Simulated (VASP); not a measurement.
Output of a VASP run:

OUTCAR:
```
 ion  position               nearest neighbor table
   1  0.500  0.001  1.000-   2 2.49  45 2.50  30 2.54  61 2.54
   2  0.625  0.124  0.126-   5 2.48   1 2.49   3 2.53  17 2.53
   3  0.750  0.251  0.001-   4 2.48  47 2.49   2 2.53  26 2.53
   4  0.873  0.374  0.126-   3 2.48  31 2.48  19 2.52  27 2.54
   5  0.750  0.002  0.250-   6 2.48   2 2.48  36 2.53  14 2.53
   6  0.874  0.124  0.375-   5 2.48  37 2.50  31 2.53  23 2.53
   7  0.000  0.002  0.000-   8 2.48  26 2.48  14 2.52  63 2.52
   8  0.125  0.123  0.125-   7 2.48  15 2.49   9 2.53  31 2.53
   9  0.250  0.251  0.999-  10 2.48  57 2.48  45 2.53   8 2.53
  10  0.375  0.373  0.124-   9 2.48  17 2.48  33 2.52  11 2.53
  11  0.500  0.502  0.000-  12 2.48  59 2.48  47 2.53  10 2.53
  12  0.625  0.623  0.125-  11 2.48  19 2.48  35 2.53  13 2.53
  13  0.750  0.752  1.000-  14 2.48  61 2.48  49 2.52  12 2.53
  14  0.875  0.874  0.125-  13 2.48  50 2.49   7 2.52   5 2.53
  15  0.250  0.001  0.250-  16 2.48   8 2.49  51 2.52  30 2.52
  16  0.374  0.122  0.374-  15 2.48  21 2.49  39 2.52  17 2.52
  17  0.499  0.252  0.251-  10 2.48  18 2.49  16 2.52   2 2.53
  18  0.623  0.374  0.376-  17 2.49  64 2.49  23 2.49  19 2.53
  19  0.749  0.502  0.251-  20 2.47  12 2.48   4 2.52  18 2.53
  20  0.875  0.623  0.375-  19 2.47  52 2.48  42 2.52  50 2.53
  21  0.500  0.001  0.500-  22 2.48  16 2.49  55 2.53  36 2.53
  22  0.625  0.123  0.625-  21 2.48  25 2.48  46 2.52  23 2.52
  23  0.749  0.252  0.501-  24 2.48  18 2.49  22 2.52   6 2.53
  24  0.875  0.373  0.625-  23 2.48  56 2.49  48 2.52  52 2.53
  25  0.750  0.001  0.750-  26 2.48  22 2.48  61 2.52  43 2.52
  26  0.875  0.123  0.875-  25 2.48   7 2.48   3 2.53  56 2.53
  27  1.000  0.501  1.000-  28 2.50  49 2.51   4 2.54  57 2.54
  28  0.126  0.624  0.125-  33 2.49  27 2.50  50 2.52  29 2.52
  29  0.250  0.752  0.000-  30 2.48  63 2.49  28 2.52  59 2.53
  30  0.375  0.872  0.126-  29 2.48  35 2.49  15 2.52   1 2.54
  31  0.999  0.251  0.250-  32 2.48   4 2.48   6 2.53   8 2.53
  32  0.124  0.373  0.375-  31 2.48  39 2.49  33 2.52  52 2.53
  33  0.250  0.500  0.251-  34 2.49  28 2.49  32 2.52  10 2.52
  34  0.376  0.622  0.376-  64 2.46  33 2.49  35 2.53  54 2.53
  35  0.500  0.751  0.251-  36 2.48  30 2.49  12 2.53  34 2.53
  36  0.625  0.874  0.375-  35 2.48  42 2.49  21 2.53   5 2.53
  37  1.000  0.001  0.500-  38 2.49   6 2.50  51 2.54  43 2.54
  38  0.126  0.124  0.625-  44 2.48  37 2.49  56 2.53  39 2.53
  39  0.251  0.252  0.499-  32 2.49  40 2.49  16 2.52  38 2.53
  40  0.377  0.374  0.623-  39 2.49  64 2.49  46 2.49  58 2.53
  41  0.623  0.621  0.623-  64 2.45  48 2.49  42 2.53  60 2.53
  42  0.749  0.750  0.500-  43 2.48  36 2.49  20 2.52  41 2.53
  43  0.874  0.872  0.625-  62 2.48  42 2.48  25 2.52  37 2.54
  44  0.250  0.002  0.750-  45 2.48  38 2.48  63 2.53  55 2.53
  45  0.375  0.124  0.874-  44 2.48   1 2.50   9 2.53  46 2.53
  46  0.501  0.252  0.749-  47 2.48  40 2.49  22 2.52  45 2.53
  47  0.625  0.373  0.875-  46 2.48   3 2.49  48 2.52  11 2.53
  48  0.749  0.500  0.749-  49 2.49  41 2.49  24 2.52  47 2.52
  49  0.874  0.624  0.874-  48 2.49  27 2.51  13 2.52  62 2.52
  50  0.000  0.752  0.250-  51 2.48  14 2.49  28 2.52  20 2.53
  51  0.126  0.872  0.375-  50 2.48  54 2.49  15 2.52  37 2.54
  52  0.000  0.502  0.500-  53 2.48  20 2.48  24 2.53  32 2.53
  53  0.125  0.623  0.625-  52 2.48  58 2.48  54 2.52  62 2.53
  54  0.251  0.751  0.501-  55 2.48  51 2.49  53 2.52  34 2.53
  55  0.375  0.873  0.625-  54 2.48  60 2.49  21 2.53  44 2.53
  56  0.001  0.251  0.750-  57 2.48  24 2.49  38 2.53  26 2.53
  57  0.126  0.374  0.873-  56 2.48   9 2.48  58 2.52  27 2.54
  58  0.252  0.502  0.749-  59 2.47  53 2.48  57 2.52  40 2.53
  59  0.375  0.623  0.875-  58 2.47  11 2.48  60 2.52  29 2.53
  60  0.500  0.750  0.749-  61 2.48  55 2.49  59 2.52  41 2.53
  61  0.625  0.872  0.874-  13 2.48  60 2.48  25 2.52   1 2.54
  62  1.000  0.752  0.750-  63 2.48  43 2.48  49 2.52  53 2.53
  63  0.125  0.874  0.875-  62 2.48  29 2.49   7 2.52  44 2.53
  64  0.500  0.501  0.499-  41 2.45  34 2.46  40 2.49  18 2.49
 Subroutine IBZKPT returns following result:
 Found      1 irreducible k-points:

 Following reciprocal coordinates:
            Coordinates               Weight
  0.000000  0.000000  0.000000      1.000000
 Subroutine IBZKPT_HF returns following result:
   k-points           NKPTS =      1   k-points in BZ     NKDIM =      1   number of bands    NBANDS=    162
   number of dos      NEDOS =    301   number of ions     NIONS =     64
   total plane-waves  NPLWV = 216000
   dimension x,y,z NGX =    60 NGY =   60 NGZ =   60
   dimension x,y,z NGXF=   120 NGYF=  120 NGZF=  120
   ions per type =              63   1
   PREC   = normal    normal or accurate (medium, high low for compatibility)
   ISTART =      1    job   : 0-new  1-cont  2-samecut
...
```

**OSZICAR**
```
       N       E                     dE             d eps       ncg     rms          rms(c)
DAV:   1    -0.330818196309E+03   -0.33082E+03   -0.23629E+01   324   0.115E+01    0.696E+00
DAV:   2    -0.331497347329E+03   -0.67915E+00   -0.67483E-01   342   0.115E+00    0.475E+00
DAV:   3    -0.331513166590E+03   -0.15819E-01   -0.10483E-01   352   0.548E-01    0.285E+00
DAV:   4    -0.331480953019E+03    0.32214E-01   -0.41638E-02   360   0.379E-01    0.161E+00
DAV:   5    -0.331470867724E+03    0.10085E-01   -0.11036E-02   360   0.188E-01    0.920E-01
DAV:   6    -0.331467444339E+03    0.34234E-02   -0.20487E-03   374   0.867E-02    0.529E-01
DAV:   7    -0.331466344285E+03    0.11001E-02   -0.76138E-04   350   0.541E-02    0.301E-01
DAV:   8    -0.331466040828E+03    0.30346E-03   -0.30783E-04   358   0.339E-02    0.170E-01
DAV:   9    -0.331465979456E+03    0.61372E-04   -0.10393E-04   358   0.199E-02    0.965E-02
DAV:  10    -0.331465979547E+03   -0.90900E-07   -0.31870E-05   270   0.116E-02
   1 F= -.33146598E+03 E0= -.33146598E+03  d E =-.466967E-06
```

OUTCAR:
```
------------------------ aborting loop because EDIFF is reached ----------------------------------------
  volume of cell :     1547.77
      direct lattice vectors                 reciprocal lattice vectors
    11.567395522  0.000000000  0.000000000     0.086449884  0.000000000  0.000000000
     0.000000000 11.567395522  0.000000000     0.000000000  0.086449884  0.000000000
     0.000000000  0.000000000 11.567395522     0.000000000  0.000000000  0.086449884
 POSITION                                       TOTAL-FORCE (eV/Angst)
 -----------------------------------------------------------------------------------
      5.78509      0.01376     11.56585        -0.037560     -0.406614     -0.044827
      7.22555      1.43533      1.45299         0.076458      0.358716     -0.039795
      8.68125      2.90883      0.00756        -0.106034     -0.426712      0.025088
     10.10278      4.32262      1.46091         0.147723      0.369919     -0.062768
      8.67809      0.02391      2.89178        -0.062500     -0.384559     -0.034803
     10.10514      1.43883      4.33912         0.133698      0.350923     -0.003706
      0.00143      0.02073      0.00163        -0.044401     -0.459695     -0.044531
      1.44299      1.42746      1.44350         0.043743      0.448649      0.044470
      2.88851      2.90742     11.56148         0.014582     -0.421415     -0.121322
      4.33398      4.31570      1.43454         0.011526      0.421615      0.078608
      5.78551      5.80686      0.00069        -0.049879     -0.497416     -0.046018
      7.22896      7.21021      1.44304         0.039354      0.483491      0.068680
      8.67586      8.69373     11.56678        -0.001975     -0.429128     -0.106637
     10.12095     10.10522      1.44278         0.017790      0.402859      0.071212
      2.88945      0.01258      2.88925        -0.043308     -0.519875     -0.042600
      4.33147      1.41528      4.33172         0.041594      0.484408      0.039234
      5.76946      2.91249      2.89930        -0.066197     -0.412358     -0.046648
      7.20233      4.33151      4.35389         0.080477      0.393060      0.005422
      8.66223      5.80801      2.90740        -0.055380     -0.402235     -0.040761
     10.12140      7.20923      4.33278         0.022311      0.486443      0.053143
      5.78555      0.01669      5.78597        -0.049510     -0.466359     -0.052161
      7.23195      1.41727      7.23112         0.049133      0.479429      0.050923
      8.66487      2.91792      5.79664        -0.038607     -0.426733     -0.006563
     10.12492      4.31597      7.22754         0.020312      0.423115      0.075554
      8.68115      0.01359      8.68070        -0.043386     -0.521386     -0.047726
     10.12070      1.42781     10.12055         0.040694      0.453253      0.040286
     11.56703      5.79470     11.56561        -0.042704     -0.321480     -0.041031
      1.45270      7.21295      1.45085        -0.032718      0.399681     -0.031568
      2.89537      8.69332      0.00252        -0.091051     -0.432671      0.015078
      4.33292     10.08944      1.45536         0.047910      0.508037     -0.043590
     11.56141      2.90711      2.88989        -0.122106     -0.420128      0.012355
      1.43498      4.31475      4.33547         0.078050      0.422248      0.010398
      2.89687      5.78513      2.89813        -0.038783     -0.439333     -0.043772
      4.34625      7.18980      4.34971         0.065333      0.400745      0.057711
      5.78818      8.68135      2.90477         0.018476     -0.424951     -0.035899
      7.22858     10.10489      4.33368         0.062812      0.408246      0.032145
     11.56724      0.01580      5.78447        -0.043977     -0.410130     -0.036963
      1.45540      1.43630      7.22492        -0.043519      0.355821      0.081192
      2.90219      2.91404      5.77096        -0.045921     -0.414781     -0.072827
      4.35998      4.33151      7.20203        -0.002075      0.392957      0.080733
      7.20884      7.18513      7.20154         0.020026      0.402256      0.032836
      8.66610      8.68063      5.77866        -0.046390     -0.414911     -0.109704
     10.10697     10.08836      7.23196         0.128991      0.509219      0.023991
      2.89243      0.02340      8.67852        -0.034409     -0.381798     -0.062577
      4.33874      1.43846     10.10640        -0.001627      0.352020      0.130078
      5.79901      2.91642      8.66666        -0.011571     -0.421649     -0.040675
      7.22870      4.31742     10.12501         0.078121      0.421540      0.019157
      8.66576      5.78866      8.66376        -0.028744     -0.448984     -0.024932
     10.10557      7.21354     10.10664         0.127979      0.393451      0.122901
      0.00447      8.69357      2.89336         0.015594     -0.435404     -0.090801
      1.45550     10.08973      4.33290        -0.043875      0.508212      0.046999
      0.00092      5.80598      5.78593        -0.046244     -0.494850     -0.052315
      1.44242      7.20823      7.23122         0.068430      0.487195      0.039417
      2.90211      8.68224      5.79197        -0.035353     -0.427013      0.013132
      4.33489     10.10404      7.22967         0.033024      0.409621      0.062497
      0.00746      2.90813      8.68010         0.031624     -0.427806     -0.103967
      1.46164      4.32235     10.10069        -0.064506      0.369624      0.148550
      2.91064      5.80632      8.66100        -0.042202     -0.398298     -0.055192
      4.33527      7.20968     10.11838         0.051730      0.483383      0.025664
      5.78367      8.67666      8.66087        -0.116151     -0.406587     -0.045805
      7.23197     10.08686     10.10418         0.025283      0.510775      0.130242
     11.56666      8.69318      8.67732        -0.107578     -0.428964     -0.003230
...
```
(Selected blocks of OUTCAR.)

### POSCAR
```
Ge63P
1
   11.5673955220     0.0000000000     0.0000000000
    0.0000000000    11.5673955220     0.0000000000
    0.0000000000     0.0000000000    11.5673955220
Ge P
63 1
Direct
  0.5001205355   0.0011891996   0.9998662072
  0.6246480295   0.1240840286   0.1256112476
  0.7504934395   0.2514684369   0.0006533921
  0.8733839863   0.3736901257   0.1262958598
  0.7502194596   0.0020669275   0.2499941333
  0.8735885943   0.1243870265   0.3751161084
  0.0001238881   0.0017921769   0.0001407346
  0.1247463605   0.1234038919   0.1247906162
  0.2497112817   0.2513463618   0.9994888374
  0.3746723248   0.3730917753   0.1240159898
  0.5001565614   0.5020027346   0.0000600037
  0.6249426081   0.6233218043   0.1247506599
  0.7500266870   0.7515717560   0.9999464135
  0.8749553655   0.8735955237   0.1247279668
  0.2497927379   0.0010872342   0.2497750864
  0.3744555104   0.1223509670   0.3744765735
  0.4987688979   0.2517846139   0.2506440793
  0.6226408956   0.3744581579   0.3763931281
  0.7488485494   0.5021018840   0.2513448187
  0.8749942013   0.6232372427   0.3745687078
  0.5001598531   0.0014424954   0.5001968138
  0.6252012552   0.1225228333   0.6251295303
  0.7490772829   0.2522537546   0.5011186558
  0.8752984737   0.3731152132   0.6248204211
  0.7504846884   0.0011746279   0.7504457018
  0.8749333146   0.1234339766   0.8749202632
  0.9999687444   0.5009508067   0.9998455007
  0.1255861741   0.6235585880   0.1254261785
  0.2503047902   0.7515367626   0.0002177902
  0.3745802051   0.8722310433   0.1258154910
  0.9994828304   0.2513193805   0.2498310274
  0.1240540970   0.3730095451   0.3748004531
  0.2504340623   0.5001239819   0.2505428978
  0.3757326633   0.6215575758   0.3760320387
  0.5003878428   0.7505016553   0.2511169195
  0.6249101062   0.8735662550   0.3746459498
  0.9999861549   0.0013660006   0.5000666163
  0.1258194598   0.1241676548   0.6245932090
  0.2508938210   0.2519181738   0.4988985561
  0.3769201885   0.3744589630   0.6226145823
  0.6232036600   0.6211533880   0.6225723305
  0.7491833107   0.7504395433   0.4995641636
  0.8737464337   0.8721375932   0.6252017145
  0.2500506271   0.0020229219   0.7502571168
  0.3750831866   0.1243549564   0.8736973207
  0.5013237257   0.2521239158   0.7492321566
  0.6249202625   0.3732407419   0.8753061158
  0.7491535927   0.5004286404   0.7489807251
  0.8736251785   0.6236099074   0.8737179551
  0.0003862701   0.7515585384   0.2501308784
  0.1258274853   0.8722559775   0.3745787176
  0.0000795861   0.5019266755   0.5001927312
  0.1246970641   0.6231508323   0.6251380195
  0.2508866992   0.7505786802   0.5007150367
  0.3747505803   0.8734928781   0.6250043196
  0.0006450130   0.2514079277   0.7503937346
  0.1263584950   0.3736668213   0.8732036739
  0.2516246207   0.5019555370   0.7487421783
  0.3747834153   0.6232761016   0.8747324847
  0.4999979060   0.7500958253   0.7487311515
  0.6252032570   0.8720082966   0.8735050003
  0.9999362647   0.7515242928   0.7501529057
  0.1247401209   0.8735930849   0.8749967005
  0.4997343225   0.5012987657   0.4994647084
```

Question: Write an INCAR and KPOINTS that could have produced this output.

Answer: Several could match; the one computed here: the input of the run itself, HSE06 screened hybrid, plane waves, VASP's PBE PAW potentials (set 64).

**KPOINTS**
```
Automatic mesh
0
Gamma
1 1 1
0 0 0
```

INCAR:
```
! general
SYSTEM    =  Ge63P
PREC      =  Normal
ENCUT     =  400
LREAL     =  Auto   ! projection in real space or not
LASPH     =  .True.
ISYM      =  0
NELECT    =  258.0

! electronic loop
EDIFF     =  1E-5   ! SCF stop (eV)
NELM      =  50   ! most electronic steps
NELMIN    =  4
ALGO      =  Normal   ! blocked Davidson
LMAXMIX   =  4   ! l cut-off of mixed one-centre charges

! smearing
ISMEAR    =  0   ! Gaussian
SIGMA     =  0.05   ! width (eV)

! functional
GGA       =  PE   ! PBE
LHFCALC   =  .True.
AEXX      =  0.25
HFSCREEN  =  0.2
PRECFOCK  =  Fast

! ions
ISIF      =  0

! output
LWAVE     =  .False.
LCHARG    =  .False.
```

POTCAR, in this order: Ge P (PBE.64 set). Program: vasp_gam. Read from the step before: WAVECAR.

The cell is charged, with a uniform compensating background. The supercell is sampled at Γ alone, which is coarse: total energies, pressure and levels can be off, energies of defects by several tenths of an eV.

The cell is a supercell with a defect, built from Ge (diamond): P_Ge, charge -1. The cell's shape comes from a PBE relaxation. The run is not spin-polarised, so no state with unpaired spins was tried.
